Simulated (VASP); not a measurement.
An input for Ansatz (written as the equivalent of a VASP run, and not itself run):

Ansatz 0.2 input:
```yaml
crystal:
  lattice:
    - [0.0000000, 2.4835409, 2.4835409]
    - [2.4835409, 0.0000000, 2.4835409]
    - [2.4835409, 2.4835409, 0.0000000]
  atoms:
    - { symbol: Zn, position: [1.0000000, 0.0000000, 1.0000000] }
    - { symbol: S, position: [0.2500000, 0.2500000, 0.2500000] }
kpoints:
  mp_grid: { grid: [9, 9, 9] }
hamiltonian:
  xc: pbesol
  pseudopotentials: { kind: paw }
scf:
  occupations: { method: gaussian, width: 0.05 }
  max_iter: 100
relax:
  max_steps: 40
  f_tol: 0.02
  cell: { p_target: 30 }
output: { forces: true, stress: true, eigenvalues: true }
```

Write the VASP files for the same calculation (PBEsol).

This is not unique; one that fits is 
File KPOINTS:
```
Regular mesh
0
G
 9 9 9
```

### INCAR
```
ISMEAR = 0   ! Gaussian
LWAVE = .FALSE.
SYSTEM = ZnS
ENCUT = 500
NELM = 100   ! most electronic steps
NSW = 40   ! most ionic steps
GGA = PS
LMAXMIX = 4
LASPH = .TRUE.   ! aspherical one-centre terms
PREC = Accurate
ALGO = Normal
LREAL = .FALSE.   ! projection in real space or not
PSTRESS = 300   ! kbar
ISIF = 3   ! ions, shape and volume
LCHARG = .FALSE.
EDIFFG = -0.02   ! ionic stop
SIGMA = 0.05   ! width (eV)
EDIFF = 1E-6   ! SCF stop (eV)
IBRION = 2   ! conjugate gradients
```

**POSCAR**
```
ZnS
1.0
  0.0000000000   2.4835409391   2.4835409391
  2.4835409391   0.0000000000   2.4835409391
  2.4835409391   2.4835409391   0.0000000000
Zn S
1 1
Direct
  1.0000000000   0.0000000000   1.0000000000
  0.2500000000   0.2500000000   0.2500000000
```

POTCAR, in this order: Zn S (PBE.64 set). Program: vasp_std.

What does not carry over: each code has its own PAW files, so the cut-off isn't converted (ENCUT is set for VASP's; basis.ecutwfc is left out, and Ansatz then takes the one that its files recommend); Ansatz stops its SCF on the density residual and VASP on the energy change (EDIFF).

The compound is ZnS in the zinc blende structure. It was relaxed first under an external pressure of 30 GPa.
